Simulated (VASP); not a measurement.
Given:

```
MgH2
1.0
    0.00000     2.35735     2.35735
    2.35735     0.00000     2.35735
    2.35735     2.35735     0.00000
Mg H
1 2
Cartesian
  4.71471   2.35735   2.35735
  1.17868   1.17868   1.17868
  3.53603   3.53603   3.53603
```

Method: PBEsol GGA, VASP's PBE PAW potentials (set 64) (plane waves; VASP). Run with 400 eV cut-off, Gaussian smearing of 0.050 eV, potentials Mg H.

Problem. Give the energies of bands 1 to 5 at the high-symmetry points, in eV from the Fermi level.

Solution. 
```json
[
 {"band": "1", "Γ": "-10.20", "X": "-5.80", "U": "-5.13", "L": "-5.81", "W": "-4.50"},
 {"band": "2", "Γ": "1.13", "X": "-2.31", "U": "-4.11", "L": "-5.74", "W": "-4.50"},
 {"band": "3", "Γ": "9.32", "X": "-0.54", "U": "0.28", "L": "6.80", "W": "0.79"},
 {"band": "4", "Γ": "9.32", "X": "4.66", "U": "4.30", "L": "7.52", "W": "1.46"},
 {"band": "5", "Γ": "9.32", "X": "4.66", "U": "5.40", "L": "8.97", "W": "9.86"}
]
```

It has no gap at this level: it comes out as a metal or semimetal.

The structure was generated: MgH2 was put into the fluorite type (Fm-3m), which need not be its known phase. It was relaxed first, which changed the volume by -6 %.
